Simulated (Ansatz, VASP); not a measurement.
# Cross-check of AgH3Pb between VASP and Ansatz, part 2 of 2

Aim: how closely do two programs agree when they are given the same cell, functional and k mesh? The cell is generated by rule, not measured, and may not be a known phase. The cell is taken from a series of runs on this material, whose earlier steps may have relaxed, scaled, displaced or heated it; both programs get it as it stands.

VASP 6.6.1 and Ansatz 0.2.0.

So far: The structure; Ansatz: relaxation of cell and atoms, PBEsol.

**3. VASP: relaxation of cell and atoms, PBEsol**

Level of this step: PBEsol; plane waves and PAW (Ag, Pb_d, H); invented cell (VASP).

The same cell, functional, mesh and smearing now go to VASP, with its own data sets.

Lines of VASP's logs that name or quote its potential files are left out, and so is its time.

Input file INCAR:

```
SYSTEM = AgH3Pb
PREC = Accurate
ENCUT = 500
EDIFF = 1E-07
NELM = 120
ISMEAR = 1
SIGMA = 0.2
LREAL = .FALSE.
ALGO = Normal
GGA = PS
NBANDS = 38
LASPH = .TRUE.
LORBIT = 11
LWAVE = .FALSE.
LCHARG = .FALSE.
ISIF = 3
IBRION = 2
NSW = 80
EDIFFG = -0.005
GGA_COMPAT = .FALSE.
NELMIN = 4
KPAR = 2
```

Input file POSCAR:

```
AgH3Pb
1.0
    2.7100000000      1.5646190000      5.7285580000
   -2.7100000000      1.5646190000      5.7285580000
    0.0000000000     -3.1292390000      5.7285580000
Ag Pb H
2 2 6
Direct
    0.7500000000      0.7500000000      0.7499997603
    0.2500000000      0.2500000000      0.2499997603
    0.5000000000      0.5000000000      0.4999997603
    1.0000000000      1.0000000000      0.9999997603
    0.0757934983      0.7500000000      0.4242062620
    0.9242065017      0.2500000000      0.5757932586
    0.4242065017      0.0757934983      0.7499997603
    0.5757934983      0.9242065017      0.2499997603
    0.2500000000      0.5757934983      0.9242062620
    0.7500000000      0.4242065017      0.0757932586
```

Input file KPOINTS:

```
Automatic mesh
0
Gamma
9 9 9
0 0 0
```

The projector-augmented-wave data sets are Ag, Pb_d and H (PBE family, release 64).

Command:

```
$ mpirun -np 2 vasp_std
```

Numbers of over 12 decimals in the logs are rounded to 6 here.

The log of the run:

```text
[banner, memory and clock lines left out]
running    2 mpi-ranks, on    1 nodes
 distrk:  each k-point on    1 cores,    2 groups
 distr:  one band on    1 cores,    1 groups

 POSCAR found type information on POSCAR AgPbH
 POSCAR found :  3 types and      10 ions
|                                                                             |
|               ----> ADVICE to this user running VASP <----                  |
|                                                                             |
|     You enforced a specific xc type in the INCAR file but a different       |
|     [... a line on the potential file left out ...]
|     I HOPE YOU KNOW WHAT YOU ARE DOING!                                     |
|                                                                             |

 LDA part: xc-table for (Slater+PW92), standard interpolation
 POSCAR, INCAR and KPOINTS ok, starting setup
 FFT: planning ... GRIDC
 FFT: planning ... GRID_SOFT
 FFT: planning ... GRID
 WAVECAR not read
 entering main loop
       N       E                     dE             d eps       ncg     rms          rms(c)
DAV:   1     0.515030652326E+03    0.51503E+03   -0.25345E+04  6460   0.149E+03
DAV:   2     0.129358540941E+02   -0.50209E+03   -0.48166E+03  6622   0.401E+02
DAV:   3    -0.313029355296E+02   -0.44239E+02   -0.43167E+02  7878   0.144E+02
DAV:   4    -0.329478018169E+02   -0.16449E+01   -0.16401E+01  7452   0.279E+01
DAV:   5    -0.330206721349E+02   -0.72870E-01   -0.72865E-01  9074   0.607E+00    0.109E+01
DAV:   6    -0.309685301321E+02    0.20521E+01   -0.59626E+00  6826   0.188E+01    0.717E+00
DAV:   7    -0.307467536868E+02    0.22178E+00   -0.14406E+00  7954   0.638E+00    0.284E+00
DAV:   8    -0.307203069667E+02    0.26447E-01   -0.18603E-01  8502   0.176E+00    0.690E-01
DAV:   9    -0.307210006718E+02   -0.69371E-03   -0.17496E-02  7822   0.115E+00    0.274E-01
DAV:  10    -0.307211314398E+02   -0.13077E-03   -0.22464E-03  7008   0.357E-01    0.624E-02
DAV:  11    -0.307210481680E+02    0.83272E-04   -0.43953E-04  8638   0.213E-01    0.247E-02
DAV:  12    -0.307210685036E+02   -0.20336E-04   -0.42495E-05  7196   0.317E-02    0.118E-02
DAV:  13    -0.307210669524E+02    0.15512E-05   -0.29352E-06  7994   0.140E-02    0.312E-03
DAV:  14    -0.307210663918E+02    0.56060E-06   -0.39863E-07  6440   0.457E-03    0.626E-04
DAV:  15    -0.307210663923E+02   -0.51841E-09   -0.36237E-08  3818   0.174E-03
   1 F= -.30721066E+02 E0= -.30721387E+02  d E =-.307211E+02
[...]
2 F= -.30721210E+02 E0= -.30721531E+02  d E =-.143198E-03
[...]
3 F= -.30721247E+02 E0= -.30721570E+02  d E =-.180414E-03
[...]
4 F= -.30721247E+02 E0= -.30721571E+02  d E =-.180598E-03
[...]
5 F= -.30721247E+02 E0= -.30721570E+02  d E =0.210850E-06
 trial-energy change:    0.000000  1 .order   -0.000037   -0.000046   -0.000027
 step:   2.7461(harm=  2.7461)  dis= 0.00147  next Energy=   -30.721302 (dE=-0.545E-04)
 bond charge predicted
       N       E                     dE             d eps       ncg     rms          rms(c)
DAV:   1    -0.307213646090E+02   -0.11792E-03   -0.50449E-03  6926   0.565E-01    0.690E-02
DAV:   2    -0.307212788414E+02    0.85768E-04   -0.32789E-04  7466   0.183E-01    0.245E-02
DAV:   3    -0.307212659668E+02    0.12875E-04   -0.25423E-05  8288   0.480E-02    0.117E-02
DAV:   4    -0.307212626566E+02    0.33102E-05   -0.94093E-06  8922   0.300E-02    0.335E-03
DAV:   5    -0.307212627938E+02   -0.13721E-06   -0.18831E-06  7512   0.132E-02    0.237E-03
DAV:   6    -0.307212629060E+02   -0.11220E-06   -0.27319E-07  4924   0.472E-03    0.633E-04
DAV:   7    -0.307212628936E+02    0.12410E-07   -0.40225E-08  3446   0.185E-03
   6 F= -.30721263E+02 E0= -.30721585E+02  d E =-.159035E-04
 curvature:  -1.66 expect dE=-0.191E-06 dE for cont linesearch -0.501E-07
 trial: gam= 0.01723 g(F)=  0.552E-07 g(S)=  0.603E-07 ort =-0.120E-05 (trialstep = 0.148E+01)
 search vector abs. value=  0.883E-07
 reached required accuracy - stopping structural energy minimisation
```

From OUTCAR (step 3):

```text
ion  position               nearest neighbor table
   1  0.750  0.750  0.750-   7 1.77   5 1.77  10 1.77   3 3.44   3 3.44   4 3.44   4 3.44   3 3.44
                             4 3.44
   2  0.250  0.250  0.250-   8 1.77   6 1.77   9 1.77   4 3.44   4 3.44   3 3.44   3 3.44   4 3.44
                             3 3.44
   3  0.500  0.500  0.500-   5 2.32   6 2.32   7 2.32   8 2.32   9 2.32  10 2.32   2 3.44   2 3.44
                             1 3.44   1 3.44   2 3.44   1 3.44
   4  0.000  0.000  1.000-   9 2.32  10 2.32   7 2.32   8 2.32   5 2.32   6 2.32   1 3.44   1 3.44
                             2 3.44   2 3.44   1 3.44   2 3.44
   5  0.076  0.750  0.424-   1 1.77   3 2.32   4 2.32
   6  0.924  0.250  0.576-   2 1.77   3 2.32   4 2.32
   7  0.424  0.076  0.750-   1 1.77   3 2.32   4 2.32
   8  0.576  0.924  0.250-   2 1.77   3 2.32   4 2.32
   9  0.250  0.576  0.924-   2 1.77   4 2.32   3 2.32
  10  0.750  0.424  0.076-   1 1.77   4 2.32   3 2.32

  LATTYP: Found a trigonal (rhomboedric) cell.
 ALAT       =     6.5275193891
 COS(alpha) =     0.6552754140

 Subroutine GETGRP returns: Found 12 space group operations
 (whereof  6 operations were pure point group operations)

The static configuration has the point symmetry S_6 .
 The point group associated with its full space group is D_3d.

 Found     85 irreducible k-points:

   k-points           NKPTS =     85   k-points in BZ     NKDIM =     85   number of bands    NBANDS=     38

   dimension x,y,z NGX =    48 NGY =   48 NGZ =   48
   dimension x,y,z NGXF=    96 NGYF=   96 NGZF=   96

   ENCUT  =  500.0 eV  36.75 Ry    6.06 a.u.  11.90 11.90 11.90*2*pi/ulx,y,z

   NELECT =      56.0000    total number of electrons

 k-points in reciprocal lattice and weights: Automatic mesh
   0.00000000  0.00000000  0.00000000       0.001
   0.11111111  0.00000000  0.00000000       0.008
   0.22222222  0.00000000  0.00000000       0.008
   0.33333333 -0.00000000  0.00000000       0.008
   0.44444444  0.00000000  0.00000000       0.008
   0.11111111  0.11111111  0.00000000       0.008
   0.22222222  0.11111111  0.00000000       0.016
   0.33333333  0.11111111  0.00000000       0.016
   0.44444444  0.11111111  0.00000000       0.016
[...]
0.44444444  0.44444444  0.44444444       0.003
  -0.44444444  0.44444444  0.44444444       0.008

 average (electrostatic) potential at core
       1 -74.9352       2 -74.9352       3 -92.8984       4 -92.8984       5 -31.8023
       6 -31.8023       7 -31.8023       8 -31.8023       9 -31.8023      10 -31.8023

 E-fermi :   4.5441

 k-point     1 :       0.0000    0.0000    0.0000
  band No.  band energies     occupation
    ...
     24       2.1329      2.00000
     25       2.1329      2.00000
     26       2.7331      2.00000
     27       2.7416      2.00000
     28       2.7416      2.00000
     29       4.6808      0.09231
     30       4.6808      0.09231
     31       5.6339     -0.00000
     32       5.8731     -0.00000
     33       5.8874     -0.00000
    ...

 k-point     2 :       0.1111    0.0000    0.0000
  band No.  band energies     occupation
    ...
     24       1.6464      2.00000
     25       1.9387      2.00000
     26       2.3372      2.00000
     27       2.5036      2.00000
     28       3.1323      2.00000
     29       4.7239     -0.02234
     30       5.1628     -0.00011
     31       5.8094     -0.00000
     32       5.9794     -0.00000
     33       6.3068     -0.00000
    ...

 k-point     3 :       0.2222    0.0000    0.0000
  band No.  band energies     occupation
    ...
     24       1.1142      2.00000
     25       1.2811      2.00000
     26       2.0329      2.00000
     27       2.1151      2.00000
     28       3.2862      2.00000
     29       4.7182     -0.01176
     30       5.8570     -0.00000
     31       6.3230     -0.00000
     32       6.5185     -0.00000
     33       7.4747     -0.00000
    ...

  Total        0.0024834      0.0024834     -0.0004136      0.0000000      0.0000000      0.0000000
  in kB        0.0273999      0.0273999     -0.0045629      0.0000000      0.0000000      0.0000000
  external PRESSURE =       0.0167456 kB  Pullay stress =       0.0000000 kB

  energy-cutoff  :      500.00
  volume of cell :      145.21
      direct lattice vectors                 reciprocal lattice vectors
     2.707431418  1.563136029  5.718805645     0.184676885  0.106623242  0.058287235
    -2.707431418  1.563136029  5.718805645    -0.184676885  0.106623242  0.058287235
    -0.000000000 -3.126273056  5.718805644     0.000000000 -0.213246484  0.058287216

 POSITION                                       TOTAL-FORCE (eV/Angst)
 -----------------------------------------------------------------------------------
     -0.00000      0.00000     12.86731         0.000000      0.000000      0.000000
     -0.00000      0.00000      4.28910        -0.000000      0.000000      0.000000
     -0.00000      0.00000      8.57821        -0.000000     -0.000000      0.000000
     -0.00000     -3.12627      5.71880         0.000000      0.000000     -0.000000
     -1.82442     -0.03371      7.14851        -0.000218     -0.000378     -0.000000
      1.82442      0.03371     10.00791         0.000218      0.000378      0.000000
      0.94141     -1.56314      7.14851         0.000437     -0.000000     -0.000000
     -0.94141      1.56314     10.00791        -0.000437      0.000000     -0.000000
     -0.88301     -1.59685     10.00791         0.000218     -0.000378     -0.000000
      0.88301      1.59685      7.14851        -0.000218      0.000378      0.000000
 -----------------------------------------------------------------------------------
    total drift:                                0.000009     -0.000886      0.001898

  FREE ENERGIE OF THE ION-ELECTRON SYSTEM (eV)
  ---------------------------------------------------
  free  energy   TOTEN  =       -30.7212628936 eV

  energy  without entropy=      -30.7222306069  energy(sigma->0) =      -30.72158546

 reached required accuracy - stopping structural energy minimisation

 total charge
# of ion       s       p       d       tot
------------------------------------------
    1        0.445   0.335   9.157   9.937
    2        0.445   0.335   9.157   9.937
    3        1.456   0.591   9.837  11.883
    4        1.456   0.591   9.837  11.883
    5        0.490   0.012   0.000   0.502
    6        0.490   0.012   0.000   0.502
    7        0.490   0.012   0.000   0.502
    8        0.490   0.012   0.000   0.502
    9        0.490   0.012   0.000   0.502
   10        0.490   0.012   0.000   0.502
--------------------------------------------------
tot          6.743   1.923  37.987  46.654

[... 3 further parts left out ...]
```

CONTCAR:

```
AgH3Pb
   1.00000000000000
     2.7074314180641790    1.5631360291159579    5.7188056446282483
    -2.7074314180641790    1.5631360291159579    5.7188056446282483
    -0.0000000000000000   -3.1262730555816174    5.7188056441634529
  Ag              Pb              H
     2     2     6
Direct
     0.7500000000000000    0.7500000000000000    0.7499997602999997
     0.2500000000000000    0.2500000000000000    0.2499997602999997
     0.5000000000000000    0.5000000000000000    0.4999997602999997
     0.0000000000000000    0.0000000000000000    0.9999997602999997
     0.0761439140859117    0.7500000000000013    0.4238558462140823
     0.9238560859140882    0.2499999999999986    0.5761436743859171
     0.4238560859140896    0.0761439140859104    0.7499997602999997
     0.5761439140859104    0.9238560859140896    0.2499997602999997
     0.2500000000000013    0.5761439140859118    0.9238558462140823
     0.7499999999999987    0.4238560859140882    0.0761436743859171
```

The run keeps the 12 symmetry operations of its start, so it cannot find a distortion of lower symmetry.

**4. Differences**

Known differences besides the potentials themselves: the data sets hold 72 valence electrons in Ansatz (on its PAW soft_1 files) and 56 in VASP; the cutoff is 420 eV in Ansatz and 500 eV in VASP; Ansatz makes its cores anew for this functional, VASP keeps those of its PBE data sets; Ansatz adds a Pulay correction to the stress that steers its cell, VASP none. Total energies have different zeros and are not compared.

The two programs side by side:

| quantity | Ansatz | VASP | difference |
| --- | --- | --- | --- |
| volume (Å³) | 145.81 | 145.21 | +0.41 % |
| edge a after relaxation, in the typed setting (Å) | 6.538 | 6.518 | +0.31 % |

**5. What came out**

```json
{
 "difference in volume (relaxation of cell and atoms, PBEsol)": "0.41 %"
}
```

In words: The difference in volume is 0.41 % (relaxation of cell and atoms, PBEsol), within the 1.2 % picked in this series as the mark of a large difference, as far as the stopping tolerances let one tell. The data sets hold unlike numbers of valence electrons (72 in Ansatz and 56 in VASP), so part of the differences comes from the potentials. How closely two codes agree says nothing of how well the functional describes the real material.

[Lines on the potential files, build, host, timing and source positions are cut from VASP's logs without a mark.]

[Logs are printed without paths, hosts, clocks, repeated set-up lines and the standing remarks that a program may print on its own settings, such as how far it seeks lower states.]

[Hosts, paths, dates, database ids (printed as entryN), source tags and the programs' standing remarks are cut or masked in the printed files.]
